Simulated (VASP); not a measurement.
Output of a VASP run:

File OUTCAR:
```
 ion  position               nearest neighbor table
   1  0.000  0.000  0.000-   2 2.57   2 2.57   2 2.57   2 2.57
   2  0.250  0.250  0.250-   1 2.57   1 2.57   1 2.57   1 2.57
  LATTYP: Found a face centered cubic cell.
 ALAT       =     5.9415240778
 Subroutine PRICEL returns:
 Original cell was already a primitive cell.
 Subroutine GETGRP returns: Found 24 space group operations
The static configuration has the point symmetry T_d .
The dynamic configuration has the point symmetry T_d .
 Subroutine INISYM returns: Found 24 space group operations
 Subroutine IBZKPT returns following result:
 Found     29 irreducible k-points:

 Following reciprocal coordinates:
            Coordinates               Weight
  0.000000  0.000000  0.000000      1.000000
  0.125000  0.000000  0.000000      8.000000
  0.250000  0.000000  0.000000      8.000000
  0.375000  0.000000  0.000000      8.000000
  0.500000  0.000000  0.000000      4.000000
  0.125000  0.125000  0.000000      6.000000
  0.250000  0.125000  0.000000     24.000000
  0.375000  0.125000  0.000000     24.000000
  0.500000  0.125000  0.000000     24.000000
 -0.375000  0.125000  0.000000     24.000000
 -0.250000  0.125000  0.000000     24.000000
 -0.125000  0.125000  0.000000     12.000000
  0.250000  0.250000  0.000000      6.000000
  0.375000  0.250000  0.000000     24.000000
  0.500000  0.250000  0.000000     24.000000
 -0.375000  0.250000  0.000000     24.000000
 -0.250000  0.250000  0.000000     12.000000
  0.375000  0.375000  0.000000      6.000000
  0.500000  0.375000  0.000000     24.000000
 -0.375000  0.375000  0.000000     12.000000
  0.500000  0.500000  0.000000      3.000000
  0.375000  0.250000  0.125000     24.000000
  0.500000  0.250000  0.125000     48.000000
 -0.375000  0.250000  0.125000     24.000000
  0.500000  0.375000  0.125000     24.000000
 -0.375000  0.375000  0.125000     48.000000
 -0.250000  0.375000  0.125000     24.000000
 -0.375000  0.500000  0.125000     12.000000
 -0.250000  0.500000  0.250000      6.000000
   k-points           NKPTS =     29   k-points in BZ     NKDIM =     29   number of bands    NBANDS=     13
   number of dos      NEDOS =    301   number of ions     NIONS =      2
   total plane-waves  NPLWV =  32768
   dimension x,y,z NGX =    32 NGY =   32 NGZ =   32
   dimension x,y,z NGXF=    64 NGYF=   64 NGZF=   64
   ions per type =               1   1
   PREC   = accura    normal or accurate (medium, high low for compatibility)
   ISTART =      0    job   : 0-new  1-cont  2-samecut
   ICHARG =      2    charge: 1-file 2-atom 10-const
   ISPIN  =      1    spin polarized calculation?
   LNONCOLLINEAR =      F non collinear calculations
   LSORBIT =      F    spin-orbit coupling
   INIWAV =      1    electr: 0-lowe 1-rand  2-diag
   ENCUT  =  500.0 eV  36.75 Ry    6.06 a.u.   7.66  7.66  7.66*2*pi/ulx,y,z
   NELM   =    100;   NELMIN=  2; NELMDL= -5     # of ELM steps
   EDIFF  = 0.1E-05   stopping-criterion for ELM
   LREAL  =      F    real-space projection
   NLSPLINE    = F    spline interpolate recip. space projectors
   LMAXMIX     =    4 max onsite mixed and CHGCAR
   VOSKOWN=      0    Vosko Wilk Nusair interpolation
   EDIFFG = -.2E-01   stopping-criterion for IOM
   NSW    =     40    number of steps for IOM
   NBLOCK =      1;   KBLOCK =     40    inner block; outer block
   IBRION =      2    ionic relax: 0-MD 1-quasi-New 2-CG
   NFREE  =      1    steps in history (QN), initial steepest desc. (CG)
   ISIF   =      3    stress and relaxation
   ISYM   =      2    0-nonsym 1-usesym 2-fastsym
   TEIN   =    0.0    initial temperature
   TEBEG  =    0.0;   TEEND  =   0.0 temperature during run
   SMASS  =  -3.00    Nose mass-parameter (am)
   PSTRESS=    0.0 pullay stress
   NELECT =      18.0000    total number of electrons
   EFERMI =   0.00;   METHOD = LEGACY
   ISMEAR =     0;   SIGMA  =   0.05  broadening in eV -4-tet -1-fermi 0-gaus
   IALGO  =     38    algorithm
...
```

**OSZICAR**
```
       N       E                     dE             d eps       ncg     rms          rms(c)
DAV:   1     0.108965853045E+03    0.10897E+03   -0.89098E+03   770   0.121E+03
DAV:   2    -0.174617442961E+01   -0.11071E+03   -0.10630E+03   854   0.291E+02
DAV:   3    -0.666454078416E+01   -0.49184E+01   -0.49033E+01   889   0.639E+01
DAV:   4    -0.670164855718E+01   -0.37108E-01   -0.37101E-01   839   0.554E+00
DAV:   5    -0.670220990968E+01   -0.56135E-03   -0.56134E-03   924   0.667E-01    0.747E+00
DAV:   6    -0.616426600217E+01    0.53794E+00   -0.10797E+00  1044   0.137E+01    0.600E+00
DAV:   7    -0.614712737459E+01    0.17139E-01   -0.19845E-01   804   0.357E+00    0.305E+00
DAV:   8    -0.614729396711E+01   -0.16659E-03   -0.18591E-02   799   0.203E+00    0.267E-01
DAV:   9    -0.614713544067E+01    0.15853E-03   -0.24905E-03   854   0.800E-01    0.694E-02
DAV:  10    -0.614730767807E+01   -0.17224E-03   -0.29309E-04   774   0.169E-01    0.826E-02
DAV:  11    -0.614739730931E+01   -0.89631E-04   -0.13949E-04   792   0.124E-01    0.168E-02
DAV:  12    -0.614738502922E+01    0.12280E-04   -0.43880E-05   950   0.958E-02    0.820E-03
DAV:  13    -0.614738628044E+01   -0.12512E-05   -0.45925E-06   769   0.153E-02    0.563E-03
DAV:  14    -0.614738616676E+01    0.11368E-06   -0.17952E-07   537   0.316E-03
   1 F= -.61473862E+01 E0= -.61473862E+01  d E =-.614739E+01
```

**OUTCAR**
```
------------------------ aborting loop because EDIFF is reached ----------------------------------------
  FORCE on cell =-STRESS in cart. coord.  units (eV):
  Direction    XX          YY          ZZ          XY          YZ          ZX
  --------------------------------------------------------------------------------------
  Total       -0.0388572     -0.0388572     -0.0388572      0.0000000      0.0000000      0.0000000
  in kB       -1.1872658     -1.1872658     -1.1872658      0.0000000      0.0000000      0.0000000
  external PRESSURE =      -1.1872658 kB  Pullay stress =       0.0000000 kB
  volume of cell :       52.44
      direct lattice vectors                 reciprocal lattice vectors
     0.000000000  2.970762039  2.970762039    -0.168306984  0.168306984  0.168306984
     2.970762039  0.000000000  2.970762039     0.168306984 -0.168306984  0.168306984
     2.970762039  2.970762039  0.000000000     0.168306984  0.168306984 -0.168306984
  FREE ENERGIE OF THE ION-ELECTRON SYSTEM (eV)
  ---------------------------------------------------
  free  energy   TOTEN  =        -6.1473861668 eV

  energy  without entropy=       -6.1473861668  energy(sigma->0) =       -6.14738617

 reached required accuracy - stopping structural energy minimisation
```
(Selected blocks of OUTCAR.)

POSCAR:
```
CdS
1
    0.0000000000     2.9707620389     2.9707620389
    2.9707620389     0.0000000000     2.9707620389
    2.9707620389     2.9707620389    -0.0000000000
Cd S
1 1
Direct
  0.0000000000   0.0000000000   1.0000000000
  0.2500000000   0.2500000000   0.2500000000
```

Task: Reconstruct the remaining input files.

Result: Several could match; the one computed here: the input of the run itself, PBE GGA, plane waves, VASP's PBE PAW potentials (set 64).

KPOINTS:
```
Automatic mesh
0
Gamma
8 8 8
0 0 0
```

### INCAR
```
ALGO=Normal
EDIFF=1E-6
EDIFFG=-0.02
ENCUT=500
GGA=PE
IBRION=2
ISIF=3
ISMEAR=0
LASPH=.True.
LCHARG=.False.
LMAXMIX=4
LREAL=.False.
LWAVE=.False.
NELM=100
NSW=40
PREC=Accurate
SIGMA=0.05
SYSTEM=CdS
```

POTCAR, in this order: Cd S (PBE.64 set). Program: vasp_std.

The compound is CdS in the zinc blende structure, a metastable form; wurtzite is the usual one. It was relaxed first, which changed the volume by +6 %.
